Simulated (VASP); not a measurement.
Here is the system:

```yaml
crystal:
  lattice:
    - [3.02988, 0.00000, 0.00000]
    - [0.00000, 2.92501, 0.00000]
    - [0.00000, 0.00000, 2.91617]
  atoms:
    - { symbol: Al, position: [0.50000, 0.50000, 0.50000] }
    - { symbol: Ru, position: [0.03147, 0.00000, 0.00000] }
```

Calculation: PBE GGA, VASP's PBE PAW potentials (set 64) (plane waves; VASP). Settings: LREAL = Auto, 400 eV cut-off, 11×11×11 Γ-centred mesh, first-order Methfessel-Paxton smearing of 0.10 eV, potentials Al Ru_pv.

Problem. Estimate the energy per atom (σ→0), pressure, largest force, band gap (on the k-mesh) with the smallest direct gap where there is one.

Solution. 
- band gap (on the k-mesh): none (metal, semimetal or under 0.01 eV)
- energy per atom (σ→0): -7.076 eV/atom
- pressure: 11.23 GPa
- largest force: 0.01733 Ha/bohr

The compound is RuAl in the CsCl type structure. The cell was not relaxed at this level, atoms are displaced from their ideal sites. The run is one of a series of settings (LREAL = Auto against the base run), some of them coarse on purpose. The electron count is odd and the run is not spin-polarised, which forces a metal.
